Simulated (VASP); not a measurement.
Set up this calculation in VASP 6.6.1, as the native input.

```
Task                   : relaxation of cell and atoms
Functional             : PBE
Potentials or basis    : VASP PAW PBE potentials, release 64 (Cu, F)
Cutoff                 : 600 eV
k mesh                 : 10 × 10 × 10
Occupations            : fermi-dirac, width 0.02 eV
Spin                   : no spin polarisation
Dipole correction      : no
Further INCAR settings : ALGO = Normal; EDIFF = 1e-06; IBRION = 2; EDIFFG = -0.005; NSW = 80; ISIF = 3
```

The structure of CuF lies in POSCAR:

```
CuF
1.0
    2.2218332067      0.0000000000      0.0000000000
    0.0000000000      2.2218332067      0.0000000000
    0.0000000000      0.0000000000      2.2218332067
Cu F
1 1
Direct
    0.0000000000      0.0000000000      0.0000000000
    0.5000000000      0.5000000000      0.5000000000
```

The cell was built by a generator and needn't be a form met in nature.

These files were run (other wordings do the same):

INCAR

```
SYSTEM = CuF
  ALGO = Normal
  EDIFF = 1E-6
  EDIFFG = -0.005
  ENCUT = 600
  GGA = PE
  IBRION = 2
  ISIF = 3
  ISMEAR = -1
  LASPH = .TRUE.
  LCHARG = .FALSE.
  LREAL = .FALSE.
  LWAVE = .FALSE.
  NELM = 100
  NSW = 80
  PREC = Accurate
  SIGMA = 0.02
```

KPOINTS

```
k-points
0
G
  10 10 10
  0 0 0
```

Potentials or basis: VASP PAW PBE potentials, release 64 (Cu, F).

The run is started by

```console
$ cat potpaw_PBE.64/Cu/POTCAR potpaw_PBE.64/F/POTCAR > POTCAR
$ mpirun -np 1 vasp_std > vasp.out
```

Results of the run:

```yaml
Relaxed_volume: 10.03 Å³/atom
Relaxed_cell: a = 2.717 Å, b = 2.717 Å, c = 2.717 Å, α = 90.00°, β = 90.00°, γ = 90.00°
Space_group_after_relaxing_to_0.05_Å: Pm-3m (No. 221)
Energy_gained_by_relaxing: 2878.0 meV/atom
Ionic_steps: 9
Pressure_after_relaxing: 0.0 GPa
Band_gap_on_the_k_mesh: none (metal or under the smearing width)
```

Caveat: the volume moved by over 15 % at a fixed basis, so the end points are rough; the run has no spin polarisation, though such a crystal can be magnetic; semilocal functionals often make such compounds metallic where correlation or magnetic order opens a gap, which also shifts bond lengths.

Run time: 66 s on 1 thread of Intel(R) Xeon(R) Platinum 8488C (Sapphire Rapids), with other jobs on the host, peak memory 0.13 GiB.
